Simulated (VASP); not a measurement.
Elastic constants (GPa) of a crystal from VASP with PBE GGA, VASP's PBE PAW potentials (set 64):

|  | xx | yy | zz | yz | xz | xy |
|---|---|---|---|---|---|---|
| xx | 1049.3 | 123.5 | 123.5 | 0.0 | 0.0 | 0.0 |
| yy | 123.5 | 1049.3 | 123.5 | 0.0 | 0.0 | 0.0 |
| zz | 123.5 | 123.5 | 1049.3 | 0.0 | 0.0 | 0.0 |
| yz | 0.0 | 0.0 | 0.0 | 558.4 | 0.0 | 0.0 |
| xz | 0.0 | 0.0 | 0.0 | 0.0 | 558.4 | 0.0 |
| xy | 0.0 | 0.0 | 0.0 | 0.0 | 0.0 | 558.4 |

**Question.** Work out the Voigt, Reuss and Hill moduli, Young's modulus and Poisson's ratio.

**Answer.** All eigenvalues are positive (smallest 558.4 GPa), so the crystal is stable. K_V = (C11+C22+C33+2(C12+C13+C23))/9 = (3147.9 + 2×370.5)/9 = 432.1 GPa; G_V = (3147.9 − 370.5 + 3×1675.2)/15 = 520.2 GPa. From the compliances, K_R = 432.1 GPa and G_R = 515.8 GPa. Hill: K = 432.1 GPa, G = 518.0 GPa, E = 9KG/(3K+G) = 1110.3 GPa, ν = (3K−2G)/(2(3K+G)) = 0.072. K/G = 0.83, below Pugh's 1.75; universal anisotropy A^U = 0.04.

**Question.** With a density of 3.50 g/cm³, what are the mean sound speeds?

**Answer.** v_l = √((K+4G/3)/ρ) = 17.92 km/s and v_t = √(G/ρ) = 12.17 km/s. The crystal is C (diamond), cubic.

The compound is C in the diamond structure. It was relaxed first.
